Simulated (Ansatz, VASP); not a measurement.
# Cross-check of TaN between VASP and Ansatz

One calculation is typed for both programs; each brings its own data sets. How far apart do they land? The structure shown is the end of the Ansatz relaxation below.

Main program and level: Ansatz 0.2.0; plane waves, with VASP 6.6.1 beside it; single point at PBEsol.

### Step 1. Set-up

Symmetry: I4/mmm, No. 139, tetragonal system. Conventional cell: a = 3.106 Å, b = 3.106 Å, c = 4.287 Å, α = 90.00°, β = 90.00°, γ = 90.00°. Nearest to Ta lie 6 N at 2.14 to 2.20 Å. Nearest to N lie 6 Ta at 2.14 to 2.20 Å. Farther neighbours and most contacts between anions are not listed.

Structure file:

```cif
data_structure
_symmetry_space_group_name_H-M 'I4/mmm'
_symmetry_Int_Tables_number 139
_cell_length_a 3.1056
_cell_length_b 3.1056
_cell_length_c 4.2870
_cell_angle_alpha 90.000
_cell_angle_beta 90.000
_cell_angle_gamma 90.000
_cell_volume 41.35
loop_
_atom_site_label
_atom_site_type_symbol
_atom_site_symmetry_multiplicity
_atom_site_Wyckoff_symbol
_atom_site_fract_x
_atom_site_fract_y
_atom_site_fract_z
_atom_site_occupancy
Ta1 Ta 2 a 0.00000 0.00000 0.00000 1
N1 N 2 b 0.00000 0.00000 0.50000 1
```

### Step 2. Ansatz: relaxation, PBEsol

Ansatz runs on its PAW soft_1 files.

This run makes the geometry at which the two programs are then compared.

The input, input.yaml:

```yaml
crystal:
  lattice:
    - [3.10867002, 0.0, 0.0]
    - [0.0, 3.10867002, 0.0]
    - [0.0, 0.0, 4.28696198]
  atoms:
    - { symbol: Ta, position: [0.0, 0.0, 0.0] }
    - { symbol: Ta, position: [0.5, 0.5, 0.5] }
    - { symbol: "N", position: [0.0, 0.0, 0.5] }
    - { symbol: "N", position: [0.5, 0.5, 0.0] }
kpoints:
  mp_grid: { grid: [14, 14, 10] }
scf:
  occupations: { method: fermi_dirac, width: 0.05 }
hamiltonian:
  xc: pbesol
  pseudopotentials: { kind: paw, azcp: { folder: soft_1 }, xc_functional: pbe }
basis:
  ecutwfc: 600
output:
  forces: true
  stress: true
relax:
  f_tol: 0.005
  max_steps: 70
  cell: { stress_tol: 0.02, p_target: 0, fix: [c, alpha, beta, gamma] }
```

Command:

```sh
ansatz run input.yaml --threads 4 --pin off --max-ram 10240MiB --backend cpu --events-out ev --progress --plain --runs-dir out
```

Numbers of over 12 decimals in the logs are rounded to 6 here.

Output:

```text
Engine: ansatz 0.2.0, aarch64-unknown-linux-gnu
Pseudopotentials: kind: paw
Pseudopotential: Ta, paw, valence charge 13, recommended cutoff 420 eV (normal), soft_1/Ta.paw.azcp
Pseudopotential: N, paw, valence charge 5, recommended cutoff 420 eV (normal), soft_1/N.paw.azcp
Functional definition: PBEsol
  exchange = pbesol_x
  correlation = pbesol_c
Crystal: 4 atoms, lattice volume = 41.428 Å³
Basis set: ecut = 600 eV, 1369 PW (Γ), exchange–correlation on 50×50×72 points (8 copies of the dense FFT grid, shifted against one another)
Bands: 22, of which v1, the nominal top of the filled ones, is band 18 counted from 1 (17 counted from 0)
Symmetry: 32 space group operations
Space group: I4/mmm (ITA 139), of the structure as read, at distance tolerance 3.5e-5 Å
k-points: 216 of 1960
Non-local potential: Ta, projectors of the file, l = 0: 3, l = 1: 2, l = 2: 2, l = 3: 1
Non-local potential: N, projectors of the file, l = 0: 2, l = 1: 2, l = 2: 1
PAW form: soft (Blöchl's): semilocal exchange-correlation on the pseudo side does not see the compensation charge
PAW frozen core: Ta, regenerated for the run's functional, and the local potential with it (the file was generated under x = pbe(κ = 0.804, μ = 0.219515), c = pbe(β = 0.066725))
PAW frozen core: N, regenerated for the run's functional, and the local potential with it (the file was generated under x = pbe(κ = 0.804, μ = 0.219515), c = pbe(β = 0.066725))
PAW one-centre angular grid: Ta, 590 points (default); XC on 64 Gauss nodes
PAW one-centre angular grid: N, 110 points (default); XC on 64 Gauss nodes
Initial density: superposition of atomic densities (chi_scale 0.1, normalization cell, long waves kept (reshape's long-wave potential 0.00 eV rms))
Initial wavefunctions: pseudopotential atomic-orbital guess
Functional: x = pbesol(κ = 0.804, μ = 0.123457), c = pbesol(β = 0.046)
SCF iter   1: F=—  HF=-20376.129049 eV  |F-HF|=—  |Δ(HF+E_count)|=         —  Δρ=4.96e-2  dr2=1.00e0  ethr=3.10e-3  ⟨swp⟩=5.7  Hψ=43113  notcnv=0  defer=5
automatic band count: the SCF goes on with 26 bands, as 22 were too few: the levels above may hold too much charge
preconditioner: auto → Kerker (q_TF=auto, 2.665 Å⁻¹)  [metal: Δε(μ)=0.017 eV  Ē_g=11.604 eV  σ=0.050 eV  W_gap=0.09  n_scr=14 (ndim 8)  ℏωp=25.8 eV  f_vac=0.000  D(μ)=1.53/eV (n_scr^D=14)]
SCF iter   2: F=—  HF=-20376.007734 eV  |F-HF|=—  |Δ(HF+E_count)|=   1.21e-1  Δρ=2.93e-2  dr2=3.33e-1  ethr=2.78e-3  ⟨swp⟩=1.2  Hψ=7398  notcnv=0  defer=149
SCF iter   3: F=—  HF=-20375.939959 eV  |F-HF|=—  |Δ(HF+E_count)|=   6.78e-2  Δρ=4.18e-3  dr2=4.52e-3  ethr=9.25e-4  ⟨swp⟩=2.0  Hψ=8372  notcnv=0  defer=395
SCF iter   4: F=—  HF=-20375.938752 eV  |F-HF|=—  |Δ(HF+E_count)|=   1.21e-3  Δρ=4.23e-4  dr2=4.03e-5  ethr=1.26e-5  ⟨swp⟩=2.4  Hψ=8432  notcnv=0  defer=392
SCF iter   5: F=—  HF=-20375.938717 eV  |F-HF|=—  |Δ(HF+E_count)|=   3.46e-5  Δρ=7.78e-5  dr2=1.91e-6  ethr=1.12e-7  ⟨swp⟩=2.1  Hψ=7267  notcnv=0  defer=392
SCF iter   6: F=-20375.938717 eV  HF=-20375.938717 eV  |F-HF|=1.16e-8  |Δ(HF+E_count)|=   1.60e-7  Δρ=1.53e-5  dr2=6.78e-8  ethr=2.78e-10  ⟨swp⟩=4.8  Hψ=18322  notcnv=0
SCF 1 converged in 6 iterations: F = -20375.938717 eV  dr2 = 6.78e-8
  greatest PAW one-centre occupation: 0.999 electrons in one spin orbital (limit 2), on the Ta atom at site 1 (counted from 0), in its partial waves of l = 0
relax step   1: F+E_penalty+E_count = -20375.93871718 eV  Δ(F+E_penalty+E_count) = +0.000e0 eV  max|allowed force component| = 7.519e-30 eV/Å  Δτ_max = 0.0000 Å  P = +4.335 GPa  Ω = 41.428 Å³  fix = [c, alpha, beta, gamma]  reactions: c +14.799 GPa  (6 SCF iters, dr2 threshold 1.00e-7 eV, accepted)
[...]
relax step   2: F+E_penalty+E_count = -20375.93894408 eV  Δ(F+E_penalty+E_count) = -2.269e-4 eV  max|allowed force component| = 5.056e-29 eV/Å  Δτ_max = 0.0000 Å  P = +5.205 GPa  Ω = 41.327 Å³  energy of the carried Pulay correction = +1.146e-5 eV  fix = [c, alpha, beta, gamma]  reactions: c +15.183 GPa  (6 SCF iters, dr2 threshold 4.00e-7 eV, accepted)
[...]
relax step   3: F+E_penalty+E_count = -20375.93895505 eV  Δ(F+E_penalty+E_count) = -1.097e-5 eV  max|allowed force component| = 4.745e-30 eV/Å  Δτ_max = 0.0000 Å  P = +5.035 GPa  Ω = 41.347 Å³  energy of the carried Pulay correction = +9.234e-6 eV  fix = [c, alpha, beta, gamma]  reactions: c +15.107 GPa  (6 SCF iters, dr2 threshold 1.17e-7 eV, accepted)
[...]
relax step   4: F+E_penalty+E_count = -20375.93894571 eV  Δ(F+E_penalty+E_count) = +9.339e-6 eV  max|allowed force component| = 5.349e-30 eV/Å  Δτ_max = 0.0000 Å  P = +5.035 GPa  Ω = 41.347 Å³  fix = [c, alpha, beta, gamma]  reactions: c +15.107 GPa  stress off target by 9.37e-4 GPa on what of the cell is left free  SCF on the basis re-selected at this cell (its energy is not comparable with the rows above)  (8 SCF iters)
basis re-selected at this cell: Δ(F+E_penalty+E_count) = +9.339e-6 eV, ΔP = -0.000 GPa vs the last step (what re-selecting the basis moved, of the pressure what is left beyond the Pulay correction that the steps carried, after the strain that the cell walked since its last selection, with what the two solves' SCF thresholds leave and, on support functions, any second-order correction that the steps lacked; it is no m [...]
SCF converged after 8 iterations
Free energy (F): -20375.938946 eV
Harris-Foulkes:  -20375.938946 eV  (|F-HF|=0.00e0)
Internal energy: -20375.926398 eV  (E = F + TS)
E sigma→0 (E₀):  -20375.932672 eV
Entropy (-TS):   -0.012548 eV (-3.137 meV/atom)
Fermi energy:    22.078591 eV
--- Per-component energies (eV) ---
  E_band       = -75.630457
  E_kinetic    = 1053.525229
  E_local      = -1103.735197  (includes V_loc(G=0)·N_el)
  E_nonlocal   = 53.232515
  E_hartree    = 397.269029
  E_xc         = -759.457475
  E_vxc        = -622.329577  (∫ρ·V_xc dr)
  E_paw        = -16609.681285  (= ΣΔE_a)
  E_vpaw       = -250.861573  (= ΣTr[D̂ρ^β])
  E_aug_tail   = 0.000089  (compensation charges beyond the density's cutoff)
  E_ewald      = -3407.562925
  E_core_change = 0.483623  (= ΣΔE_core)
  E_smearing   = -0.012548  (= −TS)
  E_closure    = 0.000000  (closes the sum)
  Σ components = -20375.938946   (vs F -20375.938946, Δ=0.00e0)
--- Forces (eV/Å), atoms counted from 1 ---
  atom   1  Ta     0.00000000     0.00000000     0.00000000
  atom   2  Ta     0.00000000     0.00000000     0.00000000
  atom   3  N      0.00000000     0.00000000     0.00000000
  atom   4  N      0.00000000     0.00000000     0.00000000
  max |Σ_I F_I| component: 2.59e-29 eV/Å
--- Stress (GPa, compression-positive) ---
       -0.000937      -0.000000       0.000000
        0.000000      -0.000937       0.000000
        0.000000       0.000000      15.107326
  P = ⅓ Tr σ = 5.0352 GPa (50.352 kbar)
--- Relaxed structure (3 steps of the walk, 3 accepted, 1 SCFs on fresh bases) ---
  F+E_penalty+E_count = -20375.93894571 eV   max|allowed force component| = 5.349e-30 eV/Å   (the final SCF, on the basis selected at the relaxed cell)
  cell:  # Å, volume = 41.3471 Å³
    - [3.105614, 0, 0.0]
    - [0, 3.105614, 0.0]
    - [0.0, 0.0, 4.28696198]
  atoms:
    - { symbol: Ta, position: [0, 0, 0.0] }
    - { symbol: Ta, position: [0.5, 0.5, 0.500000] }
    - { symbol: N, position: [0, 0, 0.500000] }
    - { symbol: N, position: [0.5, 0.5, 0.0] }
```

In the SCF lines HF is the Harris–Foulkes energy and dr2 the Hartree energy of the density residual, in eV; the loop may stop once dr2 is under the threshold and the program's other checks hold. Hψ counts applications of the Hamiltonian.

### Step 3. VASP: single point, PBEsol, pair 1

The same cell, functional, mesh and smearing now go to VASP, with its own data sets.

Lines of VASP's logs that name or quote its potential files are left out, and so is its time.

The input, INCAR:

```
SYSTEM = TaN
PREC = Accurate
ENCUT = 600
EDIFF = 1E-06
NELM = 120
ISMEAR = -1
SIGMA = 0.05
LREAL = .FALSE.
ALGO = Normal
GGA = PS
NBANDS = 22
LASPH = .TRUE.
LORBIT = 11
LWAVE = .FALSE.
LCHARG = .FALSE.
ISIF = 2
GGA_COMPAT = .FALSE.
KPAR = 2
```

The input, POSCAR:

```
TaN
1.0
    3.1056143450      0.0000000000      0.0000000000
    0.0000000000      3.1056143450      0.0000000000
    0.0000000000      0.0000000000      4.2869619800
Ta N
2 2
Direct
    0.0000000000      0.0000000000      0.0000000000
    0.5000000000      0.5000000000      0.5000000000
    0.0000000000      0.0000000000      0.5000000000
    0.5000000000      0.5000000000      0.0000000000
```

The input, KPOINTS:

```
Automatic mesh
0
Gamma
14 14 10
0 0 0
```

The projector-augmented-wave data sets are Ta_pv and N (PBE family, release 64).

Command:

```sh
mpirun -np 2 vasp_std
```

Output:

```text
[banner, memory and clock lines left out]
running    2 mpi-ranks, on    1 nodes
 distrk:  each k-point on    1 cores,    2 groups
 distr:  one band on    1 cores,    1 groups

 POSCAR found type information on POSCAR TaN
 POSCAR found :  2 types and       4 ions
|                                                                             |
|               ----> ADVICE to this user running VASP <----                  |
|                                                                             |
|     You enforced a specific xc type in the INCAR file but a different       |
|     [... a line on the potential file left out ...]
|     I HOPE YOU KNOW WHAT YOU ARE DOING!                                     |
|                                                                             |

 LDA part: xc-table for (Slater+PW92), standard interpolation
 POSCAR, INCAR and KPOINTS ok, starting setup
 FFT: planning ... GRIDC
 FFT: planning ... GRID_SOFT
 FFT: planning ... GRID
 WAVECAR not read
 entering main loop
       N       E                     dE             d eps       ncg     rms          rms(c)
DAV:   1     0.286683773695E+03    0.28668E+03   -0.19180E+04  9504   0.172E+03
DAV:   2    -0.363332408808E+02   -0.32302E+03   -0.31035E+03 11138   0.468E+02
DAV:   3    -0.516987719012E+02   -0.15366E+02   -0.14960E+02 12048   0.972E+01
DAV:   4    -0.519649698590E+02   -0.26620E+00   -0.26358E+00 11572   0.122E+01
DAV:   5    -0.519706845560E+02   -0.57147E-02   -0.57090E-02 12188   0.138E+00    0.365E+01
DAV:   6    -0.465990259494E+02    0.53717E+01   -0.25934E+01 11338   0.354E+01    0.163E+01
DAV:   7    -0.464465721030E+02    0.15245E+00   -0.11853E+00 11016   0.731E+00    0.914E+00
DAV:   8    -0.463961619488E+02    0.50410E-01   -0.19659E-01 11170   0.327E+00    0.791E-01
DAV:   9    -0.463894374703E+02    0.67245E-02   -0.33122E-02 11420   0.105E+00    0.243E-01
DAV:  10    -0.463892638941E+02    0.17358E-03   -0.35211E-03 11602   0.519E-01    0.905E-02
DAV:  11    -0.463891184333E+02    0.14546E-03   -0.51063E-04 11640   0.166E-01    0.148E-02
DAV:  12    -0.463891201553E+02   -0.17220E-05   -0.35476E-05 11210   0.431E-02    0.464E-03
DAV:  13    -0.463891194761E+02    0.67927E-06   -0.10174E-06  7334   0.730E-03
   1 F= -.46389119E+02 E0= -.46382827E+02  d E =-.125848E-01
```

From OUTCAR (step 3):

```text
ion  position               nearest neighbor table
   1  0.000  0.000  0.000-   3 2.14   3 2.14   4 2.20   4 2.20   4 2.20   4 2.20   2 3.07   2 3.07
                             2 3.07   2 3.07   2 3.07   2 3.07   2 3.07   2 3.07
   2  0.500  0.500  0.500-   4 2.14   4 2.14   3 2.20   3 2.20   3 2.20   3 2.20   1 3.07   1 3.07
                             1 3.07   1 3.07   1 3.07   1 3.07   1 3.07   1 3.07
   3  0.000  0.000  0.500-   1 2.14   1 2.14   2 2.20   2 2.20   2 2.20   2 2.20
   4  0.500  0.500  0.000-   2 2.14   2 2.14   1 2.20   1 2.20   1 2.20   1 2.20

  LATTYP: Found a simple tetragonal cell.
 ALAT       =     3.1056143450
 C/A-ratio  =     1.3803909642

 Subroutine GETGRP returns: Found 16 space group operations
 (whereof 16 operations were pure point group operations)

The static configuration has the point symmetry D_4h.

 Found    216 irreducible k-points:

   k-points           NKPTS =    216   k-points in BZ     NKDIM =    216   number of bands    NBANDS=     22

   dimension x,y,z NGX =    28 NGY =   28 NGZ =   36
   dimension x,y,z NGXF=    56 NGYF=   56 NGZF=   72

   ENCUT  =  600.0 eV  44.10 Ry    6.64 a.u.   6.20  6.20  8.56*2*pi/ulx,y,z

   NELECT =      32.0000    total number of electrons

 k-points in reciprocal lattice and weights: Automatic mesh
   0.00000000  0.00000000  0.00000000       0.001
   0.07142857  0.00000000  0.00000000       0.002
   0.14285714  0.00000000  0.00000000       0.002
   0.21428571  0.00000000  0.00000000       0.002
   0.28571429  0.00000000  0.00000000       0.002
   0.35714286  0.00000000  0.00000000       0.002
   0.42857143  0.00000000  0.00000000       0.002
   0.50000000  0.00000000  0.00000000       0.001
   0.07142857  0.07142857  0.00000000       0.002
[...]
0.50000000  0.42857143  0.50000000       0.002
   0.50000000  0.50000000  0.50000000       0.001

 average (electrostatic) potential at core
       1 -34.2126       2 -34.2126       3 -61.0763       4 -61.0763

 E-fermi :   9.6993

 k-point     1 :       0.0000    0.0000    0.0000
  band No.  band energies     occupation
    ...
     15       5.9075      2.00000
     16       7.3930      2.00000
     17       7.3930      2.00000
     18       7.6946      2.00000
     19       9.5542      1.89597
     20       9.7707      0.38672
     21      11.6387      0.00000
     22      11.9021      0.00000

 k-point     2 :       0.0714    0.0000    0.0000
  band No.  band energies     occupation
    ...
     14       5.4149      2.00000
     15       5.6834      2.00000
     16       7.4520      2.00000
     17       7.5650      2.00000
     18       7.9674      2.00000
     19      10.0509      0.00177
     20      10.0634      0.00138
     21      11.8095      0.00000
     22      12.2186      0.00000

 k-point     3 :       0.1429    0.0000    0.0000
  band No.  band energies     occupation
    ...
     14       5.1962      2.00000
     15       5.8826      2.00000
     16       7.6277      2.00000
     17       7.9225      2.00000
     18       8.5306      2.00000
     19      10.6281      0.00000
     20      11.1897      0.00000
     21      12.3813      0.00000
     22      12.9309      0.00000

  Total        0.3021696      0.3021696      4.2470796      0.0000000     -0.0000000     -0.0000000
  in kB       11.7089148     11.7089148    164.5721342      0.0000000     -0.0000000     -0.0000000
  external PRESSURE =      62.6633213 kB  Pullay stress =       0.0000000 kB

  energy-cutoff  :      600.00
  volume of cell :       41.35
      direct lattice vectors                 reciprocal lattice vectors
     3.105614345  0.000000000  0.000000000     0.321997482  0.000000000  0.000000000
     0.000000000  3.105614345  0.000000000     0.000000000  0.321997482  0.000000000
     0.000000000  0.000000000  4.286961980     0.000000000  0.000000000  0.233265423

 POSITION                                       TOTAL-FORCE (eV/Angst)
 -----------------------------------------------------------------------------------
      0.00000      0.00000      0.00000        -0.000000      0.000000      0.000000
      1.55281      1.55281      2.14348         0.000000      0.000000     -0.000000
      0.00000      0.00000      2.14348        -0.000000      0.000000      0.000000
      1.55281      1.55281      0.00000        -0.000000     -0.000000      0.000000
 -----------------------------------------------------------------------------------
    total drift:                                0.000000      0.000000      0.000000

  FREE ENERGIE OF THE ION-ELECTRON SYSTEM (eV)
  ---------------------------------------------------
  free  energy   TOTEN  =       -46.3891194761 eV

  energy  without entropy=      -46.3765346607  energy(sigma->0) =      -46.38282707

 total charge
# of ion       s       p       d       tot
------------------------------------------
    1        0.281   6.240   2.500   9.022
    2        0.281   6.240   2.500   9.022
    3        1.222   2.540   0.000   3.762
    4        1.222   2.540   0.000   3.762
--------------------------------------------------
tot          3.006  17.562   5.000  25.567

[... 3 further parts left out ...]
```

The run ends at a pressure of 6.27 GPa.

### Step 4. Comparison

Known differences besides the potentials themselves: the data sets hold 36 valence electrons in Ansatz (on its PAW soft_1 files) and 32 in VASP; Ansatz makes its cores anew for this functional, VASP keeps those of its PBE data sets; Ansatz's pressure holds a Pulay correction, VASP's none. Total energies have different zeros and are not compared.

Compared:

| quantity | Ansatz | VASP | difference |
| --- | --- | --- | --- |
| pressure (GPa) | 5.04 | 6.27 | -1.23 |

### Step 5. Further runs

Further runs change the set-up of one program: Ansatz's method, potentials or start, or VASP's data sets, cutoff or form of LDA. The table gives that difference for each run.

| run | pressure (GPa) |
| --- | --- |
| as above | -1.2 |
| VASP with the data sets Ta_sv_GW and N | -0.38 |

### Step 6. Ansatz: relaxation, PBEsol

This run makes the geometry at which the two programs are then compared. The cell compared in this pair holds 41.04 Å³, against 41.35 Å³ for the pair before.

The structure compared here is the end of the Ansatz relaxation.

input.yaml, as its differences from that of step 2:

```diff
@@ -2,5 +2,5 @@
   lattice:
-    - [3.10867002, 0.0, 0.0]
-    - [0.0, 3.10867002, 0.0]
-    - [0.0, 0.0, 4.28696198]
+    - [3.11640303, 0.0, 0.0]
+    - [0.0, 3.11640303, 0.0]
+    - [0.0, 0.0, 4.24321747]
   atoms:
```

Command:

```sh
ansatz run input.yaml --threads 4 --pin off --max-ram 10240MiB --backend cpu --events-out ev --progress --plain --runs-dir out
```

Output:

```text
[...]
Crystal: 4 atoms, lattice volume = 41.210 Å³
Basis set: ecut = 600 eV, 1369 PW (Γ), exchange–correlation on 50×50×72 points (8 copies of the dense FFT grid, shifted against one another)
Bands: 22, of which v1, the nominal top of the filled ones, is band 18 counted from 1 (17 counted from 0)
Symmetry: 32 space group operations
[...]
k-points: 216 of 1960
[...]
0.000000      -0.000000      25.524857
  P = ⅓ Tr σ = 8.5040 GPa (85.040 kbar)
--- Relaxed structure (3 steps of the walk, 3 accepted, 1 SCFs on fresh bases) ---
[...]
cell:  # Å, volume = 41.0427 Å³
    - [3.110071, 0, 0]
    - [0, 3.110071, 0]
    - [0, 0, 4.24321747]
  atoms:
    - { symbol: Ta, position: [0, 0, 0] }
    - { symbol: Ta, position: [0.5, 0.5, 0.5] }
    - { symbol: N, position: [0, 0, 0.5] }
    - { symbol: N, position: [0.5, 0.5, 0] }
[key lines of the parts left out:]
SCF converged after 8 iterations
Free energy (F): -20375.885757 eV
Fermi energy:    22.243643 eV
```

(Part 1 of 2 ends here.)

[Lines on the potential files, build, host, timing and source positions are cut from VASP's logs without a mark.]

[Logs are printed without paths, hosts, clocks, repeated set-up lines and the standing remarks that a program may print on its own settings, such as how far it seeks lower states.]

[Hosts, paths, dates, database ids (printed as entryN), source tags and the programs' standing remarks are cut or masked in the printed files.]
